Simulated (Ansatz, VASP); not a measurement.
## GePt (zincblende type (invented)) in two plane-wave programs

Aim: how closely do two programs agree when they are given the same cell, functional and k mesh? The cell is generated by rule, not measured, and may not be a known phase. Of the first pair: The two relaxations start from unlike cells of this crystal (the structure described is Ansatz's start), so only their ends are compared.

Calculated with Ansatz 0.2.0; plane waves, with VASP 6.6.1 beside it; relaxation of cell and atoms at LDA.

### 1. Set-up

Symmetry: F-43m, No. 216, cubic system. The conventional cell has a = 5.981 Å, b = 5.981 Å, c = 5.981 Å, α = 90.00°, β = 90.00°, γ = 90.00°. Nearest to Pt lie 4 Ge at 2.59 Å. Nearest to Ge lie 4 Pt at 2.59 Å. Farther neighbours are not listed.

### 2. VASP: relaxation of cell and atoms, LDA, pair 1

The relaxed volume is the usual yardstick between codes: in a stiff, nearly cubic crystal its relative difference is about their pressure difference at one cell divided by the bulk modulus.

Lines of VASP's logs that name or quote its potential files are left out, and so is its time.

File INCAR:

```
SYSTEM = GePt
PREC = Accurate
ENCUT = 500
EDIFF = 1E-07
NELM = 120
ISMEAR = 0
SIGMA = 0.1
LREAL = .FALSE.
ALGO = Normal
GGA = CA
NBANDS = 18
LASPH = .TRUE.
LORBIT = 11
LWAVE = .FALSE.
LCHARG = .FALSE.
ISIF = 3
IBRION = 2
NSW = 80
EDIFFG = -0.005
GGA_COMPAT = .FALSE.
NELMIN = 4
```

File POSCAR:

```
GePt
1.0
    0.0000000000      2.7558045768      2.7558045768
    2.7558045768      0.0000000000      2.7558045768
    2.7558045768      2.7558045768      0.0000000000
Pt Ge
1 1
Direct
    0.0000000000      0.0000000000      0.0000000000
    0.7500000000      0.7500000000      0.7500000000
```

File KPOINTS:

```
Automatic mesh
0
Gamma
6 6 6
0 0 0
```

Potentials, in the order of the species: Pt and Ge_d (LDA family, release 64).

Started as:

```sh
> mpirun -np 1 vasp_std
```

Numbers of over 12 decimals in the logs are rounded to 6 here.

Log:

```text
[banner, memory and clock lines left out]
running    1 mpi-ranks, on    1 nodes
 distrk:  each k-point on    1 cores,    1 groups
 distr:  one band on    1 cores,    1 groups

 POSCAR found type information on POSCAR PtGe
 POSCAR found :  2 types and       2 ions
 LDA part: xc-table for (Slater(with rela. corr.)+CA(PZ))
 , standard interpolation
 POSCAR, INCAR and KPOINTS ok, starting setup
 FFT: planning ... GRIDC
 FFT: planning ... GRID_SOFT
 FFT: planning ... GRID
 WAVECAR not read
 entering main loop
       N       E                     dE             d eps       ncg     rms          rms(c)
DAV:   1     0.164087005870E+03    0.16409E+03   -0.11957E+04   650   0.296E+03
DAV:   2     0.511042541912E+01   -0.15898E+03   -0.15237E+03   600   0.559E+02
DAV:   3    -0.128567840590E+02   -0.17967E+02   -0.17847E+02   652   0.119E+02
DAV:   4    -0.133375976877E+02   -0.48081E+00   -0.48046E+00   676   0.194E+01
DAV:   5    -0.133464461146E+02   -0.88484E-02   -0.88479E-02   676   0.285E+00    0.829E+00
DAV:   6    -0.129762916268E+02    0.37015E+00   -0.22052E+00   616   0.958E+00    0.336E+00
DAV:   7    -0.129166186642E+02    0.59673E-01   -0.16844E-01   736   0.447E+00    0.215E+00
DAV:   8    -0.128951651129E+02    0.21454E-01   -0.26555E-02   750   0.158E+00    0.197E-01
DAV:   9    -0.128948495428E+02    0.31557E-03   -0.12615E-03   744   0.528E-01    0.124E-01
DAV:  10    -0.128948016169E+02    0.47926E-04   -0.23048E-04   768   0.303E-01    0.280E-02
DAV:  11    -0.128948018679E+02   -0.25099E-06   -0.10459E-05   598   0.285E-02    0.608E-03
DAV:  12    -0.128948019219E+02   -0.53976E-07   -0.10763E-06   722   0.191E-02    0.233E-03
DAV:  13    -0.128948019122E+02    0.96952E-08   -0.48165E-08   342   0.196E-03
   1 F= -.12894802E+02 E0= -.12890995E+02  d E =-.128948E+02
 curvature:   0.00 expect dE= 0.000E+00 dE for cont linesearch  0.000E+00
 trial: gam= 0.00000 g(F)=  0.110E-44 g(S)=  0.321E-04 ort = 0.000E+00 (trialstep = 0.100E+01)
 search vector abs. value=  0.321E-04
 bond charge predicted
       N       E                     dE             d eps       ncg     rms          rms(c)
DAV:   1    -0.128954708876E+02   -0.66897E-03   -0.96432E-03   730   0.150E+00    0.161E-01
DAV:   2    -0.128949104994E+02    0.56039E-03   -0.20408E-03   646   0.445E-01    0.632E-02
DAV:   3    -0.128948279322E+02    0.82567E-04   -0.13038E-04   752   0.183E-01    0.345E-02
DAV:   4    -0.128947949809E+02    0.32951E-04   -0.43833E-05   656   0.973E-02    0.110E-02
DAV:   5    -0.128947930016E+02    0.19793E-05   -0.76821E-06   732   0.535E-02    0.225E-03
DAV:   6    -0.128947928394E+02    0.16216E-06   -0.63915E-07   692   0.154E-02    0.143E-03
DAV:   7    -0.128947928260E+02    0.13429E-07   -0.42090E-08   306   0.234E-03
   2 F= -.12894793E+02 E0= -.12891014E+02  d E =0.908624E-05
 trial-energy change:    0.000009  1 .order    0.000009   -0.000032    0.000050
 step:   0.3931(harm=  0.3931)  dis= 0.00000  next Energy=   -12.894808 (dE=-0.631E-05)
 bond charge predicted
       N       E                     dE             d eps       ncg     rms          rms(c)
DAV:   1    -0.128950568430E+02   -0.26400E-03   -0.35536E-03   730   0.911E-01    0.977E-02
DAV:   2    -0.128948504816E+02    0.20636E-03   -0.75154E-04   654   0.270E-01    0.385E-02
DAV:   3    -0.128948200559E+02    0.30426E-04   -0.48065E-05   758   0.111E-01    0.211E-02
DAV:   4    -0.128948079386E+02    0.12117E-04   -0.16177E-05   660   0.590E-02    0.670E-03
DAV:   5    -0.128948072081E+02    0.73059E-06   -0.27229E-06   730   0.317E-02    0.142E-03
DAV:   6    -0.128948071573E+02    0.50717E-07   -0.18466E-07   314   0.866E-03
   3 F= -.12894807E+02 E0= -.12891011E+02  d E =-.524512E-05
 curvature:  -0.20 expect dE=-0.607E-06 dE for cont linesearch -0.607E-06
 trial: gam= 0.00000 g(F)=  0.228E-44 g(S)=  0.309E-05 ort =-0.996E-05 (trialstep = 0.879E+00)
 search vector abs. value=  0.309E-05
 reached required accuracy - stopping structural energy minimisation
```

Parts of OUTCAR (step 2):

```text
ion  position               nearest neighbor table
   1  0.000  0.000  0.000-   2 2.39   2 2.39   2 2.39   2 2.39
   2  0.750  0.750  0.750-   1 2.39   1 2.39   1 2.39   1 2.39

  LATTYP: Found a face centered cubic cell.
 ALAT       =     5.5116091536

 Subroutine GETGRP returns: Found 24 space group operations
 (whereof 24 operations were pure point group operations)

The static configuration has the point symmetry T_d .

 Found     16 irreducible k-points:

   k-points           NKPTS =     16   k-points in BZ     NKDIM =     16   number of bands    NBANDS=     18

   dimension x,y,z NGX =    28 NGY =   28 NGZ =   28
   dimension x,y,z NGXF=    56 NGYF=   56 NGZF=   56

   ENCUT  =  500.0 eV  36.75 Ry    6.06 a.u.   7.11  7.11  7.11*2*pi/ulx,y,z

   NELECT =      24.0000    total number of electrons

 k-points in reciprocal lattice and weights: Automatic mesh
   0.00000000  0.00000000  0.00000000       0.005
   0.16666667  0.00000000  0.00000000       0.037
   0.33333333  0.00000000  0.00000000       0.037
   0.50000000  0.00000000  0.00000000       0.019
   0.16666667  0.16666667  0.00000000       0.028
   0.33333333  0.16666667  0.00000000       0.111
   0.50000000  0.16666667  0.00000000       0.111
  -0.33333333  0.16666667  0.00000000       0.111
  -0.16666667  0.16666667  0.00000000       0.056
[...]
-0.33333333  0.33333333  0.16666667       0.111
  -0.33333333  0.50000000  0.16666667       0.056

 average (electrostatic) potential at core
       1 -68.4868       2 -74.1325

 E-fermi :   6.0965

 k-point     1 :       0.0000    0.0000    0.0000
  band No.  band energies     occupation
    ...
      7       1.0001      2.00000
      8       1.0001      2.00000
      9       1.0001      2.00000
     10       2.7134      2.00000
     11       2.7134      2.00000
     12      10.4578      0.00000
     13      11.9308      0.00000
     14      11.9308      0.00000
     15      11.9308      0.00000
     16      13.6398      0.00000
    ...

 k-point     2 :       0.1667    0.0000    0.0000
  band No.  band energies     occupation
    ...
      7       0.8570      2.00000
      8       1.1206      2.00000
      9       1.1206      2.00000
     10       2.6822      2.00000
     11       2.6822      2.00000
     12       8.6289      0.00000
     13      11.0190      0.00000
     14      11.0190      0.00000
     15      11.3455      0.00000
     16      14.2033      0.00000
    ...

 k-point     3 :       0.3333    0.0000    0.0000
  band No.  band energies     occupation
    ...
      8       1.2961      2.00000
      9       1.2961      2.00000
     10       2.7621      2.00000
     11       2.7621      2.00000
     12       5.2154      2.00000
     13       9.7177      0.00000
     14       9.7177      0.00000
     15      11.3416      0.00000
     16      15.1931      0.00000
     17      15.1931      0.00000
    ...

  Total        0.0065343      0.0065343      0.0065343      0.0000000      0.0000000      0.0000000
  in kB        0.2502622      0.2502622      0.2502622      0.0000000      0.0000000      0.0000000
  external PRESSURE =       0.2502622 kB  Pullay stress =       0.0000000 kB

  energy-cutoff  :      500.00
  volume of cell :       41.83
      direct lattice vectors                 reciprocal lattice vectors
     0.000000000  2.755254126  2.755254126    -0.181471464  0.181471464  0.181471464
     2.755254126  0.000000000  2.755254126     0.181471464 -0.181471464  0.181471464
     2.755254126  2.755254126  0.000000000     0.181471464  0.181471464 -0.181471464

 POSITION                                       TOTAL-FORCE (eV/Angst)
 -----------------------------------------------------------------------------------
      0.00000      0.00000      0.00000         0.000000      0.000000      0.000000
      4.13288      4.13288      4.13288        -0.000000     -0.000000     -0.000000
 -----------------------------------------------------------------------------------
    total drift:                               -0.000001     -0.000001     -0.000001

  FREE ENERGIE OF THE ION-ELECTRON SYSTEM (eV)
  ---------------------------------------------------
  free  energy   TOTEN  =       -12.8948071573 eV

  energy  without entropy=      -12.8872147880  energy(sigma->0) =      -12.89101097

 reached required accuracy - stopping structural energy minimisation

 total charge
# of ion       s       p       d       tot
------------------------------------------
    1        0.811   0.465   8.214   9.490
    2        1.170   1.182  10.118  12.470
--------------------------------------------------
tot          1.981   1.648  18.331  21.960

[... 3 further parts left out ...]
```

### 3. Ansatz: relaxation of cell and atoms, LDA, pair 1

Ansatz runs on its default PAW (the set named soft_2) files.

Its own start cell and the same functional (in two slightly different forms), mesh and smearing now go to Ansatz, which takes its cutoff from its data sets.

File input.yaml:

```yaml
crystal:
  lattice:
    - [0.0, 2.99067, 2.99067]
    - [2.99067, 0.0, 2.99067]
    - [2.99067, 2.99067, 0.0]
  atoms:
    - { symbol: Pt, position: [0.0, 0.0, 0.0] }
    - { symbol: Ge, position: [0.75, 0.75, 0.75] }
kpoints:
  mp_grid: { grid: [6, 6, 6] }
hamiltonian:
  xc: lda
scf:
  occupations: { method: gaussian, width: 0.1 }
output:
  forces: true
  stress: true
  eigenvalues: true
relax:
  adjacent_minimum: "off"
  f_tol: 0.05
  max_steps: 80
  cell: { stress_tol: 0.5 }
```

Started as:

```sh
> ansatz run input.yaml --threads 2 --pin off --max-ram 5120MiB --backend cpu --events-out ev --progress --plain --runs-dir out
```

Log:

```text
The last accepted step is kept in <dir> (removed where the run ends without a failure and the disk answers)
Engine: ansatz 0.2.0, aarch64-unknown-linux-gnu
Pseudopotentials: kind: paw
Pseudopotential: Pt, paw, valence charge 18, recommended cutoff 420 eV (normal), Pt.paw.azcp
Pseudopotential: Ge, paw, valence charge 14, recommended cutoff 420 eV (normal), Ge.paw.azcp
Functional definition: SPW92
  exchange = slater_x
  correlation = pw_c
Crystal: 2 atoms, lattice volume = 53.498 Å³
Basis set: ecut = 420 eV, 1037 PW (Γ)
Bands: 20, of which v1, the nominal top of the filled ones, is band 16 counted from 1 (15 counted from 0)
Symmetry: 24 space group operations
Space group: F-43m (ITA 216), of the structure as read, at distance tolerance 3.8e-5 Å
k-points: 16 of 216 (time reversal used)
Non-local potential: Pt, projectors of the file, l = 0: 3, l = 1: 2, l = 2: 2, l = 3: 1
Non-local potential: Ge, projectors of the file, l = 0: 2, l = 1: 2, l = 2: 3, l = 3: 1
PAW form: soft (Blöchl's): semilocal exchange-correlation on the pseudo side does not see the compensation charge
PAW frozen core: Pt, regenerated for the run's functional, and the local potential with it (the file was generated under x = pbe(κ = 0.804, μ = 0.219515), c = pbe(β = 0.066725))
PAW frozen core: Ge, regenerated for the run's functional, and the local potential with it (the file was generated under x = pbe(κ = 0.804, μ = 0.219515), c = pbe(β = 0.066725))
PAW one-centre angular grid: Pt, 590 points (default); XC on 64 Gauss nodes
PAW one-centre angular grid: Ge, 590 points (default); XC on 64 Gauss nodes
Initial density: superposition of atomic densities (neutral atoms: chi_scale 0, normalization atom), corrected by the library's trained network
Initial wavefunctions: pseudopotential atomic-orbital guess
Functional: x = slater, c = lda
SCF iter   1: F=—  HF=-16460.147961 eV  |F-HF|=—  |Δ(HF+E_count)|=         —  Δρ=4.47e-3  dr2=6.61e-3  ethr=1.77e-3  ⟨swp⟩=5.8  Hψ=1324  notcnv=0
preconditioner: auto → LDOS  [insulator: Δε(μ)=0.157 eV  Ē_g=16.302 eV  σ=0.100 eV  W_gap=0.71  n_scr=14 (ndim 8)  ℏωp=24.9 eV  f_vac=0.101  D(μ)=1.40/eV (n_scr^D=14)  ε∞_Penn≈3.3  β→1.0]
SCF iter   2: F=—  HF=-16460.148107 eV  |F-HF|=—  |Δ(HF+E_count)|=   1.46e-4  Δρ=1.93e-3  dr2=1.97e-3  ethr=2.07e-5  ⟨swp⟩=2.0  Hψ=638  notcnv=0
SCF iter   3: F=—  HF=-16460.147040 eV  |F-HF|=—  |Δ(HF+E_count)|=   1.07e-3  Δρ=5.12e-4  dr2=5.94e-5  ethr=6.15e-6  ⟨swp⟩=2.0  Hψ=506  notcnv=0
SCF iter   4: F=—  HF=-16460.146973 eV  |F-HF|=—  |Δ(HF+E_count)|=   6.65e-5  Δρ=1.09e-4  dr2=6.19e-6  ethr=1.86e-7  ⟨swp⟩=2.1  Hψ=481  notcnv=0
SCF iter   5: F=—  HF=-16460.146972 eV  |F-HF|=—  |Δ(HF+E_count)|=   1.17e-6  Δρ=3.69e-5  dr2=8.31e-7  ethr=1.93e-8  ⟨swp⟩=2.0  Hψ=506  notcnv=0
SCF iter   6: F=-16460.146972 eV  HF=-16460.146972 eV  |F-HF|=9.46e-11  |Δ(HF+E_count)|=   3.57e-8  Δρ=7.07e-6  dr2=2.70e-8  ethr=3.13e-10  ⟨swp⟩=3.7  Hψ=1172  notcnv=0
SCF 1 converged in 6 iterations: F = -16460.146972 eV  dr2 = 2.70e-8
  greatest PAW one-centre occupation: 1.000 electrons in one spin orbital (limit 2), on the Pt atom at site 0 (counted from 0), in its partial waves of l = 0
relax step   1: F+E_penalty+E_count = -16460.14697181 eV  Δ(F+E_penalty+E_count) = +0.000e0 eV  max|allowed force component| = 7.662e-17 eV/Å  Δτ_max = 0.0000 Å  P = -16.330 GPa  Ω = 53.498 Å³  (6 SCF iters, dr2 threshold 1.00e-7 eV, accepted)
[...]
relax step   3: F+E_penalty+E_count = -16460.86887969 eV  Δ(F+E_penalty+E_count) = -8.874e-2 eV  max|allowed force component| = 9.714e-17 eV/Å  Δτ_max = 0.0000 Å  P = +8.131 GPa  Ω = 39.326 Å³  energy of the carried Pulay correction = +2.247e-3 eV  (6 SCF iters, dr2 threshold 2.00e-7 eV, accepted)
[...]
relax step   4: F+E_penalty+E_count = -16460.92159311 eV  Δ(F+E_penalty+E_count) = -5.271e-2 eV  max|allowed force component| = 4.358e-17 eV/Å  Δτ_max = 0.0000 Å  P = -1.450 GPa  Ω = 42.171 Å³  energy of the carried Pulay correction = +1.743e-3 eV  (6 SCF iters, dr2 threshold 2.00e-7 eV, accepted)
[...]
relax step   5: F+E_penalty+E_count = -16460.92405706 eV  Δ(F+E_penalty+E_count) = -2.464e-3 eV  max|allowed force component| = 9.483e-17 eV/Å  Δτ_max = 0.0000 Å  P = -0.009 GPa  Ω = 41.656 Å³  energy of the carried Pulay correction = +1.832e-3 eV  (5 SCF iters, dr2 threshold 2.00e-7 eV, accepted)
[...]
relax step   6: F+E_penalty+E_count = -16460.92162593 eV  Δ(F+E_penalty+E_count) = +2.431e-3 eV  max|allowed force component| = 1.110e-16 eV/Å  Δτ_max = 0.0000 Å  P = -0.008 GPa  Ω = 41.656 Å³  stress off target by 8.04e-3 GPa  SCF on the basis re-selected at this cell (its energy is not comparable with the rows above)  (5 SCF iters)
basis re-selected at this cell: Δ(F+E_penalty+E_count) = +2.431e-3 eV, ΔP = +0.001 GPa vs the last step (what re-selecting the basis moved, of the pressure what is left beyond the Pulay correction that the steps carried, after the strain that the cell walked since its last selection, with what the two solves' SCF thresholds leave and, on support functions, any second-order correction that the steps lacked; it is no measure of the basis error at this ecutwfc). The dense FFT grid was sized anew with the basis: this SCF ran on 27×27×27 points, the steps before it on 30×30×30, so part of this shift can come from that change (see relax.cell in the input reference). [rest of the remark cut]
SCF converged after 5 iterations
Free energy (F): -16460.921626 eV
Harris-Foulkes:  -16460.921626 eV  (|F-HF|=1.20e-10)
Internal energy: -16460.914040 eV  (E = F + TS)
E sigma→0 (E₀):  -16460.917833 eV
Entropy (-TS):   -0.007586 eV (-3.793 meV/atom)
Fermi energy:    12.362454 eV
--- Per-component energies (eV) ---
  E_band       = -434.927505
  E_kinetic    = 752.506861
  E_local      = -4647.223666  (includes V_loc(G=0)·N_el)
  E_nonlocal   = 629.132947
  E_hartree    = 1906.277408
  E_xc         = -335.852545
  E_vxc        = -368.169931  (∫ρ·V_xc dr)
  E_paw        = -11119.885395  (= ΣΔE_a)
  E_vpaw       = -613.728803  (= ΣTr[D̂ρ^β])
  E_aug_tail   = 0.000529  (compensation charges beyond the density's cutoff)
  E_ewald      = -3648.242374
  E_core_change = 2.372196  (= ΣΔE_core)
  E_smearing   = -0.007586  (= −TS)
  E_closure    = 0.000000  (closes the sum)
  Σ components = -16460.921626   (vs F -16460.921626, Δ=0.00e0)
--- Forces (eV/Å), atoms counted from 1 ---
  atom   1  Pt     0.00000000     0.00000000    -0.00000000
  atom   2  Ge     0.00000000    -0.00000000    -0.00000000
  max |Σ_I F_I| component: 3.70e-16 eV/Å
--- Stress (GPa, compression-positive) ---
       -0.008041       0.000000       0.000000
        0.000000      -0.008041       0.000000
        0.000000      -0.000000      -0.008041
  P = ⅓ Tr σ = -0.0080 GPa (-0.080 kbar)
--- Band table (eV; the first three rows and the last of 16) ---
  k-point 0: bands = [... 12 lower, 7.2525, 8.9704, 8.9704, 16.7193, 18.2336, 18.2336, 18.2336, 19.9061]
  k-point 1: bands = [... 12 lower, 7.3735, 8.9391, 8.9391, 14.9026, 17.3116, 17.3116, 17.6086, 20.4867]
  k-point 2: bands = [... 12 lower, 7.5493, 9.0204, 9.0204, 11.4774, 16.0022, 16.0022, 17.6055, 21.4673]
  k-point 15: bands = [... 12 lower, 8.2842, 9.0329, 9.6006, 10.1272, 11.5348, 12.7802, 19.7860, 19.9855]
--- Relaxed structure (5 steps of the walk, 5 accepted, 1 SCFs on fresh bases) ---
  F+E_penalty+E_count = -16460.92162593 eV   max|allowed force component| = 1.110e-16 eV/Å   (the final SCF, on the basis selected at the relaxed cell)
  cell:  # Å, volume = 41.6557 Å³
    - [0, 2.751365, 2.751365]
    - [2.751365, 0, 2.751365]
    - [2.751365, 2.751365, 0]
  atoms:
    - { symbol: Pt, position: [0, 0, 0] }
    - { symbol: Ge, position: [0.75, 0.75, 0.75] }
```

Reading the cycles: dr2 is the Hartree energy of the density residual (eV), the measure of convergence; HF is the Harris–Foulkes estimate of the energy, which meets the free energy F at convergence.

### 4. Differences

Known differences besides the potentials themselves: the two LDA forms differ slightly; the data sets hold 32 valence electrons in Ansatz (on its default PAW (the set named soft_2) files) and 24 in VASP; the cutoff is 420 eV in Ansatz and 500 eV in VASP; VASP's log shows a relativistic correction to its local exchange, Ansatz's none; Ansatz adds a Pulay correction to the stress that steers its cell, VASP none. Total energies have different zeros and are not compared.

Compared:

```tsv
quantity	Ansatz	VASP	difference
volume (Å³)	41.66	41.83	-0.42 %
edge a after relaxation, in the typed setting (Å)	3.891	3.897	-0.14 %
```

(Part 1 of 2 ends here.)

[Lines on the potential files, build, host, timing and source positions are cut from VASP's logs without a mark.]

[Logs are printed without paths, hosts, clocks, repeated set-up lines and the standing remarks that a program may print on its own settings, such as how far it seeks lower states.]

[Hosts, paths, dates, database ids (printed as entryN), source tags and the programs' standing remarks are cut or masked in the printed files.]
